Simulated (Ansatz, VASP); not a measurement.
## One calculation of BaBr, two programs

Contents of INCAR:

```
SYSTEM = BaBr
PREC     = Accurate       ! precision mode
ENCUT    = 520            ! plane-wave cutoff, eV
EDIFF    = 1E-6           ! SCF threshold, eV
ISMEAR   = 0              ! smearing method
SIGMA    = 0.1            ! smearing width, eV
LREAL    = .False.        ! projectors in reciprocal space
LASPH    = .True.         ! aspherical terms in the spheres
NELM     = 60             ! most SCF steps
ALGO     = Normal         ! electronic algorithm
ISIF     = 2              ! what is computed and relaxed
LWAVE    = .False.        ! write WAVECAR
LCHARG   = .True.         ! write CHGCAR
GGA      = PE             ! functional
LELF     = .True.         ! ELF
LVHAR    = .True.       
NBANDS   = 16             ! bands
```

The input KPOINTS:

```
regular mesh
0
Gamma
  4 4 4
  0 0 0
```

POSCAR

```
BaBr
1.0
    3.7454190100      0.0000000000      0.0000000000
    0.0000000000      3.7454190100      0.0000000000
    0.0000000000      0.0000000000      5.1158284500
Ba Br
1 1
Direct
    0.0000000000      0.0000000000      0.0000000000
    0.5000000000      0.5000000000      0.5000000000
```

Input for Ansatz:

```yaml
crystal:
  lattice:
    - [3.74541901, 0.0, 0.0]
    - [0.0, 3.74541901, 0.0]
    - [0.0, 0.0, 5.11582845]
  atoms:
    - { symbol: Ba, position: [0.0, 0.0, 0.0] }
    - { symbol: Br, position: [0.5, 0.5, 0.5] }
basis:
  ecutwfc: 420
kpoints:
  mp_grid: { grid: [4, 4, 4] }
hamiltonian:
  xc: pbe
scf:
  occupations: { method: gaussian, width: 0.1 }
  lower_state_search: "off"
output:
  forces: true
  stress: true
  eigenvalues: true
```

Change from the starting cell: species swapped into the FePt type (P4/mmm, No. 123).

Alike in both runs: task single point; functional PBE; k mesh 4 × 4 × 4; occupations gaussian, width 0.1 eV; no spin polarisation.

```csv
,VASP,Ansatz
version,VASP 6.6.1,Ansatz 0.2.0
potentials or method,"VASP PAW PBE potentials, release 64 (Ba_sv, Br)","scalar-relativistic, plane waves, PAW"
plane-wave cutoff (eV),520,420
valence electrons in the cell,17,17
```

```csv
,VASP,Ansatz,Ansatz less VASP
gap on the k mesh at the Fermi level (eV),none,none,-
pressure (GPa),0.1,-0.2,-0.28
largest component of the traceless stress (GPa),3.97,3.92,-0.052
```

A gap of «none» marks a metal or a gap that the smearing closes.

Caveats: the k mesh is coarse (spacing up to 0.42 Å⁻¹), so the values aren't converged; an odd number of electrons without spin polarisation forces a metal; a magnetic or distorted state may lie lower. The runs have no spin-orbit coupling, so splittings on Ba are missing.
